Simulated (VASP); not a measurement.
Given:

```
CELL_PARAMETERS angstrom
      4.16845     0.00000     0.00000
     -2.08422     3.60998     0.00000
      0.00000     0.00000     6.83692
ATOMIC_POSITIONS crystal
  In 0.66667 0.33333 0.50012
  In 0.33333 0.66667 0.00012
  P  0.66667 0.33333 0.87488
  P  0.33333 0.66667 0.37488
```

Calculation: r2SCAN meta-GGA, VASP's PBE PAW potentials (set 64) (plane waves; VASP 6.6.1). Run with 400 eV cut-off, 7×7×4 Γ-centred mesh, tetrahedra with Blöchl corrections, potentials In_d P.

Unless said otherwise, spin-orbit coupling is left out, though it shifts the bands of the heavy elements here.

### Question
Give the energies of bands 13 to 21 at the high-symmetry points, in eV from the valence-band maximum.

### Answer

| band | Γ | M | K | A | L | H |
|---|---|---|---|---|---|---|
| 13 | -5.81 | -5.84 | -5.30 | -3.50 | -5.76 | -5.73 |
| 14 | -1.04 | -4.94 | -5.30 | -3.50 | -5.76 | -5.73 |
| 15 | -1.04 | -3.52 | -3.94 | -0.57 | -1.83 | -3.28 |
| 16 | -0.10 | -2.37 | -2.57 | -0.57 | -1.83 | -3.28 |
| 17 | 0.00 | -1.96 | -2.57 | -0.57 | -1.78 | -1.48 |
| 18 | 0.00 | -1.02 | -2.34 | -0.57 | -1.78 | -1.48 |
| 19 | 1.11 | 2.12 | 2.84 | 2.15 | 2.06 | 2.88 |
| 20 | 1.55 | 2.89 | 4.66 | 2.15 | 2.06 | 2.88 |
| 21 | 4.29 | 3.93 | 4.66 | 4.90 | 3.63 | 4.96 |

The gap is direct, 1.11 eV, from the valence maximum at Γ to the conduction minimum at Γ.

The structure comes from a computed database's InP entry (P6_3mc); how it stands against other phases isn't given here. It was relaxed first.
